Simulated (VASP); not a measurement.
These are AM05 GGA, VASP's PBE PAW potentials (set 64) (plane waves; VASP) values and carry that method's errors.

VASP input:

**INCAR**
```
! general
SYSTEM  = TiB2
PREC    = Accurate
ENCUT   = 520
LREAL   = .FALSE.
LASPH   = .TRUE.   ! aspherical one-centre terms

! electronic loop
EDIFF   = 1E-7   ! SCF stop (eV)
NELM    = 100   ! most electronic steps
ALGO    = Normal   ! blocked Davidson
LMAXMIX = 4   ! l cut-off of mixed one-centre charges

! smearing
ISMEAR  = -5   ! tetrahedra, Bloechl

! functional
GGA     = AM

! ions
ISIF    = 2   ! forces and stress, cell fixed

! output
LWAVE   = .FALSE.
LCHARG  = .TRUE.
LORBIT  = 11
NEDOS   = 601   ! DOS grid

! other
LEFG    = .TRUE.
```

**KPOINTS**
```
Automatic
0
Gamma
13 13 11
```

POSCAR:
```
TiB2
1
    1.5087021305    -2.6131487697     0.0000000000
    1.5087021305     2.6131487697     0.0000000000
   -0.0000000000    -0.0000000000     3.1769200648
Ti B
1 2
Direct
  0.0000000000   0.0000000000   1.0000000000
  0.3333330000   0.6666670000   0.5000000000
  0.6666670000   0.3333330000   0.5000000000
```

POTCAR, in this order: Ti_sv B (PBE.64 set). Program: vasp_std.

The resulting files:

### OSZICAR
```
       N       E                     dE             d eps       ncg     rms          rms(c)
DAV:   1     0.128432953397E+03    0.12843E+03   -0.93782E+03  3276   0.159E+03
DAV:   2    -0.206518522079E+02   -0.14908E+03   -0.14599E+03  3336   0.400E+02
DAV:   3    -0.300636772732E+02   -0.94118E+01   -0.93072E+01  4696   0.946E+01
DAV:   4    -0.304182865134E+02   -0.35461E+00   -0.35379E+00  4275   0.167E+01
DAV:   5    -0.304301171770E+02   -0.11831E-01   -0.11867E-01  4760   0.260E+00    0.177E+01
DAV:   6    -0.254455063494E+02    0.49846E+01   -0.24469E+01  4313   0.601E+01    0.400E+00
DAV:   7    -0.254863248821E+02   -0.40819E-01   -0.14869E+00  3635   0.143E+01    0.350E+00
DAV:   8    -0.254954992552E+02   -0.91744E-02   -0.16539E-01  4808   0.372E+00    0.761E-01
DAV:   9    -0.254871385737E+02    0.83607E-02   -0.65548E-02  4403   0.333E+00    0.240E-01
DAV:  10    -0.254865867169E+02    0.55186E-03   -0.46180E-03  4131   0.968E-01    0.877E-02
DAV:  11    -0.254865769790E+02    0.97379E-05   -0.20617E-04  4553   0.187E-01    0.555E-02
DAV:  12    -0.254865756059E+02    0.13731E-05   -0.15722E-04  4230   0.173E-01    0.101E-02
DAV:  13    -0.254865685064E+02    0.70995E-05   -0.10396E-05  4026   0.430E-02    0.175E-03
DAV:  14    -0.254865693195E+02   -0.81310E-06   -0.21878E-07  3418   0.533E-03    0.607E-04
DAV:  15    -0.254865695458E+02   -0.22630E-06   -0.28744E-08  1893   0.182E-03    0.236E-04
DAV:  16    -0.254865695663E+02   -0.20477E-07   -0.10125E-08  1758   0.912E-04
   1 F= -.25486570E+02 E0= -.25486570E+02  d E =0.000000E+00
```

File OUTCAR:
```
------------------------ aborting loop because EDIFF is reached ----------------------------------------
  FORCE on cell =-STRESS in cart. coord.  units (eV):
  Direction    XX          YY          ZZ          XY          YZ          ZX
  --------------------------------------------------------------------------------------
  Total        0.0630590      0.0630590     -0.0742753      0.0000000      0.0000000     -0.0000000
  in kB        4.0332345      4.0332346     -4.7506316      0.0000000      0.0000000     -0.0000000
  external PRESSURE =       1.1052792 kB  Pullay stress =       0.0000000 kB
  volume of cell :       25.05
      direct lattice vectors                 reciprocal lattice vectors
     1.508702130 -2.613148770  0.000000000     0.331410681 -0.191340044  0.000000000
     1.508702130  2.613148770  0.000000000     0.331410681  0.191340044  0.000000000
     0.000000000  0.000000000  3.176920065     0.000000000  0.000000000  0.314770274
 POSITION                                       TOTAL-FORCE (eV/Angst)
 -----------------------------------------------------------------------------------
      0.00000      0.00000      0.00000        -0.000000      0.000000      0.000000
      1.50870      0.87105      1.58846         0.000000     -0.000000      0.000000
      1.50870     -0.87105      1.58846        -0.000000      0.000000      0.000000
 -----------------------------------------------------------------------------------
    total drift:                                0.000000     -0.000000      0.000000
  FREE ENERGIE OF THE ION-ELECTRON SYSTEM (eV)
  ---------------------------------------------------
  free  energy   TOTEN  =       -25.4865695663 eV

  energy  without entropy=      -25.4865695663  energy(sigma->0) =      -25.48656957

 total charge

# of ion       s       p       d       tot
------------------------------------------
    1        2.183   6.226   2.073  10.481
    2        0.686   1.335   0.000   2.021
    3        0.686   1.335   0.000   2.021
--------------------------------------------------
tot          3.556   8.895   2.073  14.524

 Electric field gradients after diagonalization (V/A^2)
 (convention: |V_zz| > |V_xx| > |V_yy|)
----------------------------------------------------------------------
 ion       V_xx      V_yy      V_zz     asymmetry (V_yy - V_xx)/ V_zz
----------------------------------------------------------------------
   1      -8.777    -8.774    17.551       0.000
   2      -2.063    -2.063     4.127       0.000
   3      -2.063    -2.063     4.127       0.000
```
(Selected blocks of OUTCAR.)

### OUTCAR
```
 val. band max:       10.2749127185   @ k =   0.0769  -0.0000   0.4545

 cond. band min:       9.9359187772   @ k =   0.1538   0.1538   0.1818


 Fermi energy:        10.2444002256

 k-point     1 :       0.0000    0.0000    0.0000
  band No.  band energies     occupation
      1     -46.3271      2.00000
      2     -22.8546      2.00000
      3     -22.5320      2.00000
      4     -22.5320      2.00000
      5      -3.3976      2.00000
      6       7.4585      2.00000
      7       7.4585      2.00000
      8       7.9797      2.00000
      9       8.0037      2.00000
     10      12.1562      0.00000
     11      12.1562      0.00000
     12      14.0683      0.00000
     13      14.0683      0.00000

 k-point     2 :       0.0769   -0.0000    0.0000
  band No.  band energies     occupation
      1     -46.3237      2.00000
      2     -22.8504      2.00000
      3     -22.5580      2.00000
      4     -22.5378      2.00000
      5      -3.2819      2.00000
      6       7.1331      2.00000
      7       7.4429      2.00000
      8       7.8985      2.00000
      9       8.0351      2.00000
     10      12.1214      0.00000
     11      12.3679      0.00000
     12      13.5595      0.00000
     13      13.6363      0.00000

 k-point     3 :       0.1538    0.0000    0.0000
  band No.  band energies     occupation
      1     -46.3142      2.00000
      2     -22.8385      2.00000
      3     -22.6293      2.00000
      4     -22.5540      2.00000
      5      -2.9407      2.00000
      6       6.2801      2.00000
      7       7.3845      2.00000
      8       7.6545      2.00000
      9       8.1682      2.00000
     10      12.0264      0.00000
     11      12.8121      0.00000
     12      12.8970      0.00000
     13      13.0862      0.00000

 k-point     4 :       0.2308   -0.0000    0.0000
  band No.  band energies     occupation
      1     -46.3008      2.00000
      2     -22.8217      2.00000
      3     -22.7286      2.00000
...
```

For a metal the tetrahedron method with Blöchl corrections gives inexact stress and forces.

The compound is TiB2 in the AlB2 type structure. It was relaxed first.
